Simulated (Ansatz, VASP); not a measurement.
**Ge (Germanium): VASP beside Ansatz**

One calculation is typed for both programs; each brings its own data sets. How far apart do they land? The cell is taken from a series of runs on this material, whose earlier steps may have relaxed, scaled, displaced or heated it; both programs get it as it stands.

Main program and level: Ansatz 0.2.0; plane waves, with VASP 6.6.1 beside it; zone-centre phonons at PBEsol.

### 1. Starting point

Symmetry: Imma, No. 74, orthorhombic system. Conventional cell: a = 3.933 Å, b = 4.017 Å, c = 5.718 Å, α = 90.00°, β = 90.00°, γ = 90.00°. Ge has 4 Ge at 2.44 to 2.46 Å nearest.

As a file:

```cif
data_structure
_symmetry_space_group_name_H-M 'P 1'
_symmetry_Int_Tables_number 1
_cell_length_a 4.0093
_cell_length_b 4.0093
_cell_length_c 3.9331
_cell_angle_alpha 60.627
_cell_angle_beta 60.627
_cell_angle_gamma 60.121
_cell_volume 45.17
loop_
_atom_site_label
_atom_site_type_symbol
_atom_site_fract_x
_atom_site_fract_y
_atom_site_fract_z
_atom_site_occupancy
Ge1 Ge 0.49855 0.49855 0.50145 1
Ge2 Ge 0.75145 0.75145 0.74855 1
```

### 2. Ansatz: zone-centre phonons, PBEsol

Ansatz runs on its PAW soft_1 files.

Second derivatives magnify differences that forces hide, and they need a tight electronic threshold.

The input, input.yaml:

```yaml
crystal:
  lattice:
    - [-0.0295445832, 2.8106502982, 2.8589958471]
    - [2.8106502982, -0.0295445832, 2.8589958471]
    - [2.781105715, 2.781105715, 0.0]
  atoms:
    - { symbol: Ge, position: [0.4985453385, 0.4985453385, 0.5014546615] }
    - { symbol: Ge, position: [0.7514546615, 0.7514546615, 0.7485453385] }
kpoints:
  mp_grid: { grid: [16, 16, 16] }
hamiltonian:
  xc: pbesol
  pseudopotentials: { kind: paw, azcp: { folder: soft_1 }, xc_functional: pbe }
scf:
  occupations: { method: methfessel_paxton, width: 0.2 }
output:
  eigenvalues: true
phonons:
  method: dfpt
```

On the command line:

```console
$ ansatz run input.yaml --threads 4 --pin off --max-ram 10240MiB --backend cpu --events-out ev --progress --plain --runs-dir out
```

Numbers of over 12 decimals in the logs are rounded to 6 here.

Output:

```text
zone centre: on kpoints.mp_grid the ground state, and the responses unless they are solved on pairs of k-points, stand on 1098 of the mesh's 4096 k-points, reduced under 2 symmetry operations, with k and −k counted as one. Each operation leaves every solved displacement unchanged or reverses it
Engine: ansatz 0.2.0, aarch64-unknown-linux-gnu
Pseudopotentials: kind: paw
Pseudopotential: Ge, paw, valence charge 14, recommended cutoff 420 eV (normal), soft_1/Ge.paw.azcp
Functional definition: PBEsol
  exchange = pbesol_x
  correlation = pbesol_c
Crystal: 2 atoms, lattice volume = 45.166 Å³
Basis set: ecut = 420 eV, 897 PW (Γ), exchange–correlation on 64×64×64 points (8 copies of the dense FFT grid, shifted against one another)
Bands: 18, of which v1, the nominal top of the filled ones, is band 14 counted from 1 (13 counted from 0)
Symmetry: 8 space group operations
k-points: 1098 of 4096 (irreducible under 2 space group operations, time reversal used)
Non-local potential: Ge, projectors of the file, l = 0: 2, l = 1: 2, l = 2: 3, l = 3: 1
PAW form: soft (Blöchl's): semilocal exchange-correlation on the pseudo side does not see the compensation charge
PAW frozen core: Ge, regenerated for the run's functional, and the local potential with it (the file was generated under x = pbe(κ = 0.804, μ = 0.219515), c = pbe(β = 0.066725))
PAW one-centre angular grid: Ge, 590 points (default); XC on 64 Gauss nodes
Initial density: superposition of atomic densities (chi_scale 0.1, normalization cell)
Initial wavefunctions: pseudopotential atomic-orbital guess
Functional: x = pbesol(κ = 0.804, μ = 0.123457), c = pbesol(β = 0.046)
SCF iter   1: F=—  HF=-8507.071618 eV  |F-HF|=—  |Δ(HF+E_count)|=         —  Δρ=3.54e-2  dr2=4.52e-1  ethr=3.10e-3  ⟨swp⟩=5.1  Hψ=89741  notcnv=0
preconditioner: auto → Kerker (q_TF=auto, 2.519 Å⁻¹)  [metal: Δε(μ)=0.067 eV  Ē_g=23.295 eV  σ=0.200 eV  W_gap=0.28  n_scr=14 (ndim 8)  ℏωp=29.2 eV  f_vac=0.000  D(μ)=0.03/eV (n_scr^D=0)]
SCF iter   2: F=—  HF=-8507.044615 eV  |F-HF|=—  |Δ(HF+E_count)|=   2.70e-2  S|Δr|=    0.00e0  Δρ=2.31e-2  dr2=2.25e-1  ethr=1.61e-3  ⟨swp⟩=1.0  Hψ=28548  notcnv=0
SCF iter   3: F=—  HF=-8506.999322 eV  |F-HF|=—  |Δ(HF+E_count)|=   4.53e-2  S|Δr|=    0.00e0  Δρ=3.81e-3  dr2=1.19e-2  ethr=8.04e-4  ⟨swp⟩=1.1  Hψ=19931  notcnv=0
SCF iter   4: F=—  HF=-8506.999312 eV  |F-HF|=—  |Δ(HF+E_count)|=   1.01e-5  S|Δr|=    0.00e0  Δρ=2.54e-3  dr2=4.09e-3  ethr=4.25e-5  ⟨swp⟩=2.0  Hψ=34706  notcnv=0
SCF iter   5: F=—  HF=-8507.000014 eV  |F-HF|=—  |Δ(HF+E_count)|=   7.03e-4  S|Δr|=    0.00e0  Δρ=6.19e-4  dr2=1.57e-4  ethr=1.46e-5  ⟨swp⟩=2.0  Hψ=35139  notcnv=0
SCF iter   6: F=—  HF=-8507.000129 eV  |F-HF|=—  |Δ(HF+E_count)|=   1.15e-4  S|Δr|=    0.00e0  Δρ=1.22e-4  dr2=4.42e-6  ethr=5.62e-7  ⟨swp⟩=2.0  Hψ=35180  notcnv=0
SCF iter   7: F=—  HF=-8507.000142 eV  |F-HF|=—  |Δ(HF+E_count)|=   1.29e-5  S|Δr|=    0.00e0  Δρ=2.83e-5  dr2=2.60e-7  ethr=1.58e-8  ⟨swp⟩=2.0  Hψ=35181  notcnv=0
SCF iter   8: F=—  HF=-8507.000143 eV  |F-HF|=—  |Δ(HF+E_count)|=   7.65e-7  S|Δr|=    0.00e0  Δρ=4.77e-6  dr2=1.21e-8  ethr=9.28e-10  ⟨swp⟩=2.0  Hψ=35180  notcnv=0
SCF iter   9: F=—  HF=-8507.000143 eV  |F-HF|=—  |Δ(HF+E_count)|=   2.38e-8  S|Δr|=    0.00e0  Δρ=1.67e-6  dr2=2.17e-9  ethr=4.32e-11  ⟨swp⟩=2.0  Hψ=24198  notcnv=0
SCF iter  10: F=—  HF=-8507.000143 eV  |F-HF|=—  |Δ(HF+E_count)|=   1.41e-9  S|Δr|=    0.00e0  Δρ=4.38e-7  dr2=1.53e-10  ethr=7.77e-12  ⟨swp⟩=2.0  Hψ=24173  notcnv=0
SCF iter  11: F=-8507.000143 eV  HF=-8507.000143 eV  |F-HF|=9.09e-12  |Δ(HF+E_count)|=  9.64e-11  S|Δr|=    0.00e0  Δρ=1.26e-7  dr2=5.46e-12  ethr=1.00e-12  ⟨swp⟩=4.0  Hψ=90170  notcnv=0
SCF 1 converged in 11 iterations: F = -8507.000143 eV  dr2 = 5.46e-12
  greatest PAW one-centre occupation: 0.998 electrons in one spin orbital (limit 2), on the Ge atom at site 1 (counted from 0), in its partial waves of l = 2
DFPT response loops at Γ: preconditioner auto → Kerker (q_TF=auto, 2.519 Å⁻¹) (partly filled bands, converged f_vac=0.057); β = 1.00, the filter's whole step (`scf.mixing.beta` (0.50) is not read by the response loops under this deck's `scf.mixing.preconditioner`; to damp them name `kerker` or `kerker_dos`, under which they read `scf.mixing.beta`, and type it under 1.00, their step now; both keys bind the ground state too); Broyden in place of MSR1
SCF converged after 11 iterations
Stability not checked: this state was not tested for a lower state beside it, because cold or Methfessel-Paxton smearing, or corrected tetrahedra, fill the levels in a way that the test cannot read (fill_not_monotonic; see scf.lower_state_search)
Free energy (F): -8507.000143 eV
Harris-Foulkes:  -8507.000143 eV  (|F-HF|=9.09e-12)
Internal energy: -8507.000314 eV  (E = F + TS)
E sigma→0 (E₀):  -8507.000186 eV
Entropy (-TS):   0.000172 eV (0.086 meV/atom)
Fermi energy:    8.480798 eV
Step filling:    the computed levels leave a gap of 0.0009 eV = 0.0 smearing widths at the electron count; against every level under it full and every level over it empty, smearing changes F+E_penalty+E_count by +9.40e-5 meV and its σ→0 estimate by -0.043 meV
--- Per-component energies (eV) ---
  E_band       = -302.903215
  E_kinetic    = 185.933240
  E_local      = -4500.127873  (includes V_loc(G=0)·N_el)
  E_nonlocal   = 438.853183
  E_hartree    = 2143.150110
  E_xc         = -142.303178
  E_vxc        = -130.474349  (∫ρ·V_xc dr)
  E_paw        = -3944.813113  (= ΣΔE_a)
  E_vpaw       = -583.387642  (= ΣTr[D̂ρ^β])
  E_aug_tail   = 0.000028  (compensation charges beyond the density's cutoff)
  E_ewald      = -2689.528589
  E_core_change = 1.835876  (= ΣΔE_core)
  E_smearing   = 0.000172  (= −TS)
  E_closure    = 0.000000  (closes the sum)
  Σ components = -8507.000143   (vs F -8507.000143, Δ=0.00e0)
--- Band table (eV; the first three rows and the last of 1098) ---
  k-point 0: bands = [... 10 lower, -4.3688, 8.3480, 8.3887, 8.4285, 8.5894, 10.8434, 11.0437, 11.0482]
  k-point 1: bands = [... 10 lower, -4.3200, 7.3501, 8.2901, 8.3300, 9.2204, 10.9800, 11.1523, 11.2841]
  k-point 2: bands = [... 10 lower, -4.1743, 6.1385, 8.0550, 8.0743, 9.3780, 11.3122, 11.4510, 12.0035]
  k-point 1097: bands = [... 10 lower, -0.5682, -0.4782, 5.2995, 5.5620, 9.0224, 9.3657, 17.8686, 17.9906]
--- Phonons (Γ-DFPT): 2 representative perturbations + reference, on 1098 of 4096 k-points (Σ response iterations 6) ---
  k mesh reduced under 2 symmetry operations, with k and −k counted as one. Each operation leaves every solved displacement unchanged or reverses it
  ASR residual: 1.285e-5 → 0.000e0 eV/Å²; symmetrization residual: 2.547e-12 eV/Å²
  ASR residual per site (eV/Å²): 1.29e-5 1.29e-5
  Γ frequencies (cm⁻¹): 0.00 0.00 0.00 287.78 287.88 288.96
  non-analytic LO–TO correction: not included (Born effective charges unavailable; polar crystals: no LO–TO splitting at Γ)
```

In the SCF lines HF is the Harris–Foulkes energy and dr2 the Hartree energy of the density residual, in eV; the loop may stop once dr2 is under the threshold and the program's other checks hold. Hψ counts applications of the Hamiltonian.

[end of part 1 of 2]

[Lines on the potential files, build, host, timing and source positions are cut from VASP's logs without a mark.]

[Logs are printed without paths, hosts, clocks, repeated set-up lines and the standing remarks that a program may print on its own settings, such as how far it seeks lower states.]

[Hosts, paths, dates, database ids (printed as entryN), source tags and the programs' standing remarks are cut or masked in the printed files.]
